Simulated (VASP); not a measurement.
Set up this calculation in VASP 6.6.1, as the native input.

```
Task                   : single point
Functional             : PBE
Potentials or basis    : VASP PAW PBE potentials, release 64 (Co)
Cutoff                 : 520 eV
k mesh                 : 24 × 24 × 1
Occupations            : gaussian, width 0.1 eV
Spin                   : collinear spin, typed start
Starting moments       : [2.1] μB
Dipole correction      : yes
Further INCAR settings : ALGO = Normal; EDIFF = 1e-07; NBANDS = 14
```

The structure of Co lies in POSCAR:

```
Co
1.0
    2.3505148901      0.0000000000      0.0000000000
   -1.1752574450      2.0356056068      0.0000000000
    0.0000000000      0.0000000000     23.8000000000
Co
1
Direct
    0.0000000000      0.0000000000      0.2941176471
```

The cell was built by a generator and needn't be a form met in nature.

One way to write it, as run:

INCAR

```
ALGO = Normal ; DIPOL = 0.5 0.5 0.294
EDIFF = 1E-7 ; ENCUT = 520
GGA = PE ; IDIPOL = 3
ISIF = 2 ; ISMEAR = 0
ISPIN = 2 ; LASPH = True
LCHARG = False ; LDIPOL = True
LMAXMIX = 4 ; LORBIT = 11
LREAL = False ; LWAVE = False
MAGMOM = 2.1 ; NBANDS = 14
NELM = 150 ; PREC = Accurate
SIGMA = 0.1
```

KPOINTS

```
k-points
0
Gamma
  24 24 1
```

Potentials or basis: VASP PAW PBE potentials, release 64 (Co).

The run is started by

```bash
$ cat potpaw_PBE.64/Co/POTCAR > POTCAR
$ mpirun -np 1 vasp_std > vasp.out
```

Results of the run:

* Band gap on the k mesh: none (metal or under the smearing width)
* Net moment: 1.78 μB per cell
* Site moments: Co +1.82 μB
* Valence electrons inside the program's atomic spheres: Co 8.13

Wall time 2.9 min on 1 thread of Intel(R) Xeon(R) 6975P-C (Granite Rapids), with other jobs on the host, peak memory 0.37 GiB.
